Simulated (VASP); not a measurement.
CsPbCl3: energy against strain

CsPbCl3 (cubic perovskite, Pm-3m, 35.510 Å³/atom and stress up to 0.06 GPa in the relaxed cell, cube axes along x, y and z) under an equal strain ε along x and y, with z held. PBEsol in VASP (plane waves, PAW), 480 eV, 6×6×6 Γ-centred mesh, Gaussian smearing 0.05 eV; ions are relaxed, or left where forces stay under 0.02 eV/Å, within the symmetry of each cell.

Here s stands for strain and y for E less E0.

```csv
strain (%),E less E0 (meV/atom)
-1.50,3.51
-1.00,1.53
-0.50,0.38
0.00,0.00
0.50,0.38
1.00,1.47
1.50,3.20
3.00,?
```

### Question
Using a parabola, estimate the missing y at s = 3.00 from the other rows, showing the fit.

### Answer
Least squares gives y = 0.007 - 0.0750·s + 1.4890·s². Residuals (row less fit): 0.040, -0.041, -0.037, -0.007, 0.038, 0.049, -0.045; standard error 0.051 (degrees of freedom: 4). Twice the quadratic coefficient over the volume, 2 × 1.4890 meV × 10⁴ × 0.1602 / 35.510 Å³, is the elastic constants 2(C11 + C12) = 134 ± 2 GPa (± standard error of the fit, which holds the terms cut off). At the withheld row, y = 0.007 - 0.0750 × 3.0 + 1.4890 × 3.0² = 13.183 meV/atom. The calculation gives 12.00 meV/atom, 1.183 meV/atom below the prediction (9.9 % of the range of y in the table). The row lies outside the fitted rows, so this is an extrapolation. From the scatter of the fitted rows alone, a prediction at this place has a standard error of 0.197 meV/atom, so the miss is 6.0 times that.

A polynomial of degree 3 through the 12 other runs of the series gives 11.95 there, so most of the miss is curvature that the fit leaves out. The primitive cell can neither tilt nor turn polar against its symmetry, as such crystals can under strain. Spin-orbit coupling is left out, which can shift these values for the heavy elements here. CsPbCl3 is here the ideal cubic form; the compound distorts at low or room temperature. Rows are the converged runs of the series near zero and its far end, less any whose ions stayed unrelaxed beside relaxed ones; series whose fitted rows scatter by over a few per cent of the range, as at a crossing or softening among them, aren't shown in this form. Most that stay on the fit to the last digits aren't either.
